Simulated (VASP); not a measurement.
Consider the following.

```yaml
crystal:
  lattice:
    - [0.00000, 2.73000, 2.73000]
    - [2.73000, 0.00000, 2.73000]
    - [2.73000, 2.73000, 0.00000]
  atoms:
    - { symbol: Mg, position: [0.00000, 0.00000, 0.00000] }
    - { symbol: Se, position: [0.50000, 0.50000, 0.50000] }
```

These are PBEsol GGA, VASP's PBE PAW potentials (set 64) (plane waves; VASP) values and carry that method's errors. Run with 300 eV cut-off, 7×7×7 Γ-centred mesh, Fermi-Dirac smearing of 0.050 eV, potentials Mg Se.

Problem. Give the energies of bands 2 to 7 at the high-symmetry points, in eV from the valence-band maximum.

Solution. 
```json
[
 {"band": "2", "Γ": "0.00", "X": "-4.29", "U": "-3.80", "L": "-4.97", "W": "-3.34"},
 {"band": "3", "Γ": "0.00", "X": "-1.79", "U": "-3.35", "L": "-0.58", "W": "-3.34"},
 {"band": "4", "Γ": "0.00", "X": "-1.79", "U": "-1.44", "L": "-0.58", "W": "-2.56"},
 {"band": "5", "Γ": "2.47", "X": "1.75", "U": "2.98", "L": "3.70", "W": "4.50"},
 {"band": "6", "Γ": "7.33", "X": "3.85", "U": "6.19", "L": "6.04", "W": "6.89"},
 {"band": "7", "Γ": "7.33", "X": "11.59", "U": "8.88", "L": "6.04", "W": "7.47"}
]
```

The gap is indirect, 1.75 eV, from the valence maximum at Γ to the conduction minimum at X.

The structure is a typed MgSe crystal. The cell was not relaxed at this level.
